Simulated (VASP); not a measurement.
Input:

```
CELL_PARAMETERS angstrom
      0.00000     2.60377     2.60377
      2.60377     0.00000     2.60377
      2.60377     2.60377     0.00000
ATOMIC_POSITIONS crystal
  Cu 0.00000 0.00000 0.00000
  Cl 0.25000 0.25000 0.25000
```

The numbers are results of LDA (Ceperley-Alder, Perdew-Zunger), VASP's LDA PAW potentials (set 64) (plane waves; VASP 6.6.1), not measurements. Numerical set-up: 400 eV cut-off, 16×16×16 Γ-centred mesh, Gaussian smearing of 0.010 eV, potentials Cu Cl.

The dielectric response may not be converged in the k-mesh; for small gaps it tends to come out too large.

Q: The job: CuCl (zinc blende), 2 atoms, LDA, DFPT for ε, Born charges and Γ modes, 400 eV, 16×16×16 Γ-centred mesh. Roughly how much core time does it take on a busy server core?

A: About 8 core-minutes (one run on a shared machine, a rough figure). It had 145 irreducible k-points, 13 bands, up to 653 plane waves and 172 electronic steps.

The compound is CuCl in the zinc blende structure. It was relaxed first, which changed the volume by -11 %.
